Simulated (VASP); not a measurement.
Data:

```yaml
crystal:
  lattice:
    - [3.98000, 0.00000, 0.00000]
    - [0.00000, 3.98000, 0.00000]
    - [0.00000, 0.00000, 5.02000]
  atoms:
    - { symbol: Pb, position: [0.50000, 0.00000, 0.76500] }
    - { symbol: Pb, position: [0.00000, 0.50000, 0.23500] }
    - { symbol: O, position: [0.50000, 0.50000, 0.00000] }
    - { symbol: O, position: [0.00000, 0.00000, 0.00000] }
```

Computed with PBE GGA, VASP's PBE PAW potentials (set 64) (plane waves; VASP). Run with 400 eV cut-off, 6×6×5 Γ-centred mesh, Fermi-Dirac smearing of 0.050 eV, potentials Pb_d O.

At this cut-off the stress carries a Pulay error, which pulls relaxed volumes low.

### Question
Which forces act on the atoms, in eV/Å?

### Answer

```csv
atom,Fx,Fy,Fz
Pb1,0.000,0.000,-0.469
Pb2,0.000,0.000,0.469
O3,0.000,0.000,0.000
O4,0.000,0.000,0.000
```

### Question
Give the stress tensor in GPa (positive for a compressed cell).

### Answer

```
2.54  0.00  0.00
0.00  2.54  0.00
0.00  0.00  1.62
```
The pressure is its mean diagonal, 2.23 GPa.

The structure is a typed PbO crystal (P4/nmm). The cell was not relaxed at this level.
